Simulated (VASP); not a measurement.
# CsC (Pm-3m) in VASP: equation of state, part 2 of 2

VASP 6.6.1. Earlier steps stand in the parts before.

**3. Equation of state, PBE, 26.83 Å³/atom (volume scaled by 0.96)**

INCAR

```
SYSTEM = CsC
ALGO = Normal
EDIFF = 1E-7
ENCUT = 520
GGA = PE
ISIF = 2
ISMEAR = -1
LASPH = .True.
LCHARG = .False.
LREAL = .False.
LWAVE = .False.
NBANDS = 14
NELM = 60
PREC = Accurate
SIGMA = 0.05
```

KPOINTS

```
k-points
0
Gamma
  7 7 7
  0 0 0
```

POSCAR

```
CsC
1.0
    3.7716274495      0.0000000000      0.0000000000
    0.0000000000      3.7716274495      0.0000000000
    0.0000000000      0.0000000000      3.7716274495
Cs C
1 1
Direct
    0.0000000000      0.0000000000      0.0000000000
    0.5000000000      0.5000000000      0.5000000000
```

Potentials or basis: VASP PAW PBE potentials, release 64 (Cs_sv, C).

Command:

```sh
$ cat potpaw_PBE.64/Cs_sv/POTCAR potpaw_PBE.64/C/POTCAR > POTCAR
$ mpirun -np 1 vasp_std > vasp.out
```

It took 6.6 s on 1 thread of Intel Xeon 6975P-C (Granite Rapids), shared host; peak memory 0.15 GiB.

The run converged. Its results:

```
Free energy            : -4.6162 eV
Pressure               : 0.8 GPa
Band gap on the k mesh : none (metal or under the smearing width)
```

**4. Equation of state, PBE, 27.38 Å³/atom (volume scaled by 0.98)**

INCAR

```
ALGO = Normal ; EDIFF = 1E-7
ENCUT = 520 ; GGA = PE
ISIF = 2 ; ISMEAR = -1
LASPH = True ; LCHARG = False
LREAL = False ; LWAVE = False
NBANDS = 14 ; NELM = 80
PREC = Accurate ; SIGMA = 0.05
```

KPOINTS

```
k-points
0
Gamma
  7 7 7
```

POSCAR

```
CsC
1.0
    3.7976394953      0.0000000000      0.0000000000
    0.0000000000      3.7976394953      0.0000000000
    0.0000000000      0.0000000000      3.7976394953
Cs C
1 1
Direct
    0.0000000000      0.0000000000      0.0000000000
    0.5000000000      0.5000000000      0.5000000000
```

Potentials or basis: VASP PAW PBE potentials, release 64 (Cs_sv, C).

Command:

```sh
$ cat potpaw_PBE.64/Cs_sv/POTCAR potpaw_PBE.64/C/POTCAR > POTCAR
$ mpirun -np 1 vasp_std > vasp.out
```

OUTCAR:

```text
EDIFF = 1E-7
   ENCUT = 520
   GGA = PE
   ISIF = 2
   ISMEAR = -1
   LASPH = True
   LREAL = False
   NELM = 80
   PREC = Accurate

 Found     20 irreducible k-points:

 Following reciprocal coordinates:
            Coordinates               Weight
  0.000000  0.000000  0.000000      1.000000
  0.142857  0.000000  0.000000      6.000000
  0.285714  0.000000  0.000000      6.000000
  0.428571  0.000000  0.000000      6.000000
  0.142857  0.142857  0.000000     12.000000
  0.285714  0.142857  0.000000     24.000000
   k-points           NKPTS =     20   k-points in BZ     NKDIM =     20   number of bands    NBANDS=     14
   number of dos      NEDOS =    301   number of ions     NIONS =      2
   total plane-waves  NPLWV =  21952
   dimension x,y,z NGX =    28 NGY =   28 NGZ =   28
   dimension x,y,z NGXF=    56 NGYF=   56 NGZF=   56
   ions per type =               1   1
   NGX,Y,Z   is equivalent  to a cutoff of  12.26, 12.26, 12.26 a.u.
   NGXF,Y,Z  is equivalent  to a cutoff of  24.51, 24.51, 24.51 a.u.
 SYSTEM =  unknown system
   PREC   = accura    normal or accurate (medium, high low for compatibility)
   ISTART =      0    job   : 0-new  1-cont  2-samecut
   ICHARG =      2    charge: 1-file 2-atom 10-const
   ISPIN  =      1    spin polarized calculation?
   LNONCOLLINEAR =      F non collinear calculations
   LSORBIT =      F    spin-orbit coupling
[... 69 lines left out ...]
     10       5.0860      0.00000
     11       7.0928      0.00000
     12      11.2892      0.00000
     13      11.2892      0.00000
     14      11.2892      0.00000
[... 71 lines left out ...]
      1     -19.4397      2.00000
      2      -7.7937      2.00000
      3      -6.0683      2.00000
      4      -5.5400      2.00000
      5      -5.1034      2.00000
      6       1.2207      1.99996
      7       2.1708      0.00053
      8       2.2605      0.00009
      9       6.0900      0.00000
     10       7.6602      0.00000
     11       8.6611      0.00000
     12      10.0583      0.00000
     13      10.3832      0.00000
     14      11.2855      0.00000

 [... further k-points ...]

------------------------ aborting loop because EDIFF is reached ----------------------------------------

  FORCE on cell =-STRESS in cart. coord.  units (eV):
  Direction    XX          YY          ZZ          XY          YZ          ZX
  --------------------------------------------------------------------------------------
  -------------------------------------------------------------------------------------
  Total        0.1304199      0.1304199      0.1304199      0.0000000      0.0000000     -0.0000000
  in kB        3.8151652      3.8151652      3.8151652      0.0000000      0.0000000     -0.0000000
  external PRESSURE =       3.8151652 kB  Pullay stress =       0.0000000 kB

 VOLUME and BASIS-vectors are now :
 -----------------------------------------------------------------------------
  energy-cutoff  :      520.00
  volume of cell :       54.77
      direct lattice vectors                 reciprocal lattice vectors
     3.797639495  0.000000000  0.000000000     0.263321466  0.000000000  0.000000000
     0.000000000  3.797639495  0.000000000     0.000000000  0.263321466  0.000000000
     0.000000000  0.000000000  3.797639495     0.000000000  0.000000000  0.263321466

 POSITION                                       TOTAL-FORCE (eV/Angst)
 -----------------------------------------------------------------------------------
      0.00000      0.00000      0.00000         0.000000      0.000000      0.000000
      1.89882      1.89882      1.89882         0.000000      0.000000      0.000000
 -----------------------------------------------------------------------------------
    total drift:                                0.000000      0.000000      0.000000

  FREE ENERGIE OF THE ION-ELECTRON SYSTEM (eV)
  ---------------------------------------------------
  free  energy   TOTEN  =        -4.6204382152 eV

  energy  without entropy=       -4.5988907595  energy(sigma->0) =       -4.60966449
```

OSZICAR:

```text
N       E                     dE             d eps       ncg     rms          rms(c)
DAV:   1     0.540754959475E+02    0.54075E+02   -0.57675E+03   560   0.785E+02
DAV:   2    -0.100598254900E+01   -0.55081E+02   -0.52493E+02   780   0.134E+02
DAV:   3    -0.483779460919E+01   -0.38318E+01   -0.37498E+01   722   0.345E+01
DAV:   4    -0.486633106468E+01   -0.28536E-01   -0.28527E-01   626   0.352E+00
DAV:   5    -0.486646710851E+01   -0.13604E-03   -0.13604E-03   698   0.247E-01    0.171E+00
DAV:   6    -0.463199958655E+01    0.23447E+00   -0.27120E-01   656   0.346E+00    0.514E-01
DAV:   7    -0.462145265605E+01    0.10547E-01   -0.87373E-02   638   0.167E+00    0.452E-01
DAV:   8    -0.462128841758E+01    0.16424E-03   -0.13356E-02   626   0.678E-01    0.164E-01
DAV:   9    -0.462037320856E+01    0.91521E-03   -0.16781E-03   710   0.265E-01    0.514E-02
DAV:  10    -0.462043785919E+01   -0.64651E-04   -0.25821E-04   620   0.103E-01    0.635E-03
DAV:  11    -0.462043877676E+01   -0.91757E-06   -0.86504E-06   674   0.171E-02    0.519E-03
DAV:  12    -0.462043781314E+01    0.96362E-06   -0.16557E-06   614   0.837E-03    0.162E-03
DAV:  13    -0.462043818661E+01   -0.37348E-06   -0.31429E-07   650   0.321E-03    0.711E-04
DAV:  14    -0.462043821523E+01   -0.28623E-07   -0.13267E-08   304   0.765E-04
   1 F= -.46204382E+01 E0= -.46096645E+01  d E =-.215475E-01
```

It took 5.9 s on 1 thread of Intel Xeon 6975P-C (Granite Rapids), shared host; peak memory 0.16 GiB.

Results:

```
Free energy            : -4.6204 eV
Pressure               : 0.4 GPa
Band gap on the k mesh : none (metal or under the smearing width)
```

**5. Equation of state, PBE, 28.50 Å³/atom (volume scaled by 1.02)**

INCAR

```
SYSTEM = CsC
PREC = Accurate ; ENCUT = 520
EDIFF = 1E-7 ; ISMEAR = -1
SIGMA = 0.05 ; LREAL = .FALSE.
LASPH = .TRUE. ; NELM = 80
ALGO = Normal ; ISIF = 2
LWAVE = .FALSE. ; LCHARG = .FALSE.
GGA = PE ; NBANDS = 14
```

KPOINTS

```
regular mesh
0
G
  7 7 7
  0 0 0
```

POSCAR

```
CsC
1.0
    3.8486206055      0.0000000000      0.0000000000
    0.0000000000      3.8486206055      0.0000000000
    0.0000000000      0.0000000000      3.8486206055
Cs C
1 1
Direct
    0.0000000000      0.0000000000      0.0000000000
    0.5000000000      0.5000000000      0.5000000000
```

Command:

```sh
$ cat potpaw_PBE.64/Cs_sv/POTCAR potpaw_PBE.64/C/POTCAR > POTCAR
$ mpirun -np 1 vasp_std > vasp.out
```

Run time: 7.3 s. Hardware: 1 thread of Intel Xeon 6975P-C (Granite Rapids), shared host; peak memory 0.16 GiB.

Results (log left out):

```
Free energy            : -4.6214 eV
Pressure               : -0.3 GPa
Band gap on the k mesh : none (metal or under the smearing width)
```

**6. Equation of state, PBE, 29.06 Å³/atom (volume scaled by 1.04)**

INCAR

```
SYSTEM = CsC
  ALGO = Normal
  EDIFF = 1E-7
  ENCUT = 520
  GGA = PE
  ISIF = 2
  ISMEAR = -1
  LASPH = .True.
  LCHARG = .False.
  LREAL = .False.
  LWAVE = .False.
  NBANDS = 14
  NELM = 80
  PREC = Accurate
  SIGMA = 0.05
```

KPOINTS

```
k-points
0
Gamma
  7 7 7
  0 0 0
```

POSCAR

```
CsC
1.0
    3.8736123486      0.0000000000      0.0000000000
    0.0000000000      3.8736123486      0.0000000000
    0.0000000000      0.0000000000      3.8736123486
Cs C
1 1
Direct
    0.0000000000      0.0000000000      0.0000000000
    0.5000000000      0.5000000000      0.5000000000
```

Potentials or basis: VASP PAW PBE potentials, release 64 (Cs_sv, C).

Command:

```sh
$ cat potpaw_PBE.64/Cs_sv/POTCAR potpaw_PBE.64/C/POTCAR > POTCAR
$ mpirun -np 1 vasp_std > vasp.out
```

It took 7.2 s on 1 thread of Intel Xeon 6975P-C (Granite Rapids), shared host; peak memory 0.17 GiB.

Results (log left out):

```
Free energy            : -4.6187 eV
Pressure               : -0.6 GPa
Band gap on the k mesh : none (metal or under the smearing width)
```

**7. Equation of state, PBE, 29.62 Å³/atom (volume scaled by 1.06)**

INCAR

```
SYSTEM = CsC
PREC     = Accurate       ! precision mode
ENCUT    = 520            ! plane-wave cutoff, eV
EDIFF    = 1E-7           ! SCF threshold, eV
ISMEAR   = -1             ! smearing method
SIGMA    = 0.05           ! smearing width, eV
LREAL    = .False.        ! projectors in reciprocal space
LASPH    = .True.         ! aspherical terms in the spheres
NELM     = 80             ! most SCF steps
ALGO     = Normal         ! electronic algorithm
ISIF     = 2              ! what is computed and relaxed
LWAVE    = .False.        ! write WAVECAR
LCHARG   = .False.        ! write CHGCAR
GGA      = PE             ! functional
NBANDS   = 14             ! bands
```

KPOINTS

```
Automatic mesh
0
Gamma
  7 7 7
  0 0 0
```

POSCAR

```
CsC
1.0
    3.8982857040      0.0000000000      0.0000000000
    0.0000000000      3.8982857040      0.0000000000
    0.0000000000      0.0000000000      3.8982857040
Cs C
1 1
Direct
    0.0000000000      0.0000000000      0.0000000000
    0.5000000000      0.5000000000      0.5000000000
```

Command:

```sh
$ cat potpaw_PBE.64/Cs_sv/POTCAR potpaw_PBE.64/C/POTCAR > POTCAR
$ mpirun -np 1 vasp_std > vasp.out
```

It took 7.2 s on 1 thread of Intel Xeon 6975P-C (Granite Rapids), shared host; peak memory 0.17 GiB.

It converged, with:

```yaml
Free_energy: -4.6141 eV
Pressure: -0.8 GPa
Band_gap_on_the_k_mesh: none (metal or under the smearing width)
```

**8. Equation of state, PBE**

This step only gathers the single runs of the series.

Results:

| Property | Result |
| --- | --- |
| Equilibrium volume | 28.05 Å³/atom |
| Bulk modulus | 16.3 GPa |
| Pressure derivative of the bulk modulus | 5.1 |

Energy against volume, from the lowest point:
| volume (Å³/atom) | energy (meV/atom) |
| --- | --- |
| 26.267 | 6.55 |
| 26.826 | 2.94 |
| 27.385 | 0.82 |
| 27.944 | 0.00 |
| 28.503 | 0.33 |
| 29.062 | 1.69 |
| 29.620 | 3.97 |
